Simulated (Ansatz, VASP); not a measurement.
# Two plane-wave programs on In3TeCl

File INCAR:

```
ALGO = Fast ; EDIFF = 1E-6
ENCUT = 520 ; GGA = PE
ISIF = 2 ; ISMEAR = 0
LASPH = T ; LCHARG = F
LREAL = F ; LWAVE = F
NBANDS = 34 ; NELM = 100
PREC = Accurate ; SIGMA = 0.05
```

Contents of KPOINTS:

```
k-points
0
Gamma
  4 4 4
```

POSCAR

```
In3TeCl
1.0
    6.0567251912      0.0000000000      0.0000000000
    0.0000000000      6.0567251912      0.0000000000
    0.0000000000      0.0000000000      6.0567251912
Cl Te In
1 1 3
Direct
    0.0000000000      0.0000000000      0.0000000000
    0.5000000000      0.5000000000      0.5000000000
    0.5000000000      0.5000000000      0.0000000000
    0.5000000000      0.0000000000      0.5000000000
    0.0000000000      0.5000000000      0.5000000000
```

Input for Ansatz:

```yaml
crystal:
  lattice:
    - [6.0567251912, 0.0, 0.0]
    - [0.0, 6.0567251912, 0.0]
    - [0.0, 0.0, 6.0567251912]
  atoms:
    - { symbol: Cl, position: [0.0, 0.0, 0.0] }
    - { symbol: Te, position: [0.5, 0.5, 0.5] }
    - { symbol: In, position: [0.5, 0.5, 0.0] }
    - { symbol: In, position: [0.5, 0.0, 0.5] }
    - { symbol: In, position: [0.0, 0.5, 0.5] }
basis:
  ecutwfc: 420
kpoints:
  mp_grid: { grid: [4, 4, 4] }
hamiltonian:
  xc: pbe
scf:
  occupations: { method: gaussian, width: 0.05 }
output:
  forces: true
  stress: true
  eigenvalues: true
```

The cell comes from a database or a generator and needn't be the stable form of this composition.

Alike in both runs: task single point; functional PBE; k mesh 4 × 4 × 4; occupations gaussian, width 0.05 eV; no spin polarisation.

|  | VASP | Ansatz |
| --- | --- | --- |
| version | VASP 6.6.1 | Ansatz 0.2.0 |
| potentials or method | VASP PAW PBE potentials, release 64 (Cl, Te, In_d) | scalar-relativistic, plane waves, PAW |
| plane-wave cutoff (eV) | 520 | 420 |
| valence electrons in the cell | 52 | 62 |

```tsv
	VASP	Ansatz	Ansatz less VASP
gap on the k mesh at the Fermi level (eV)	none	none	-
pressure (GPa)	0.7	0.7	+0.04
```

A gap of «none» marks a metal or a gap that the smearing closes. The two sets of potentials don't hold the same shells in valence.

Spin-orbit coupling is left out, which matters for the levels of Te.
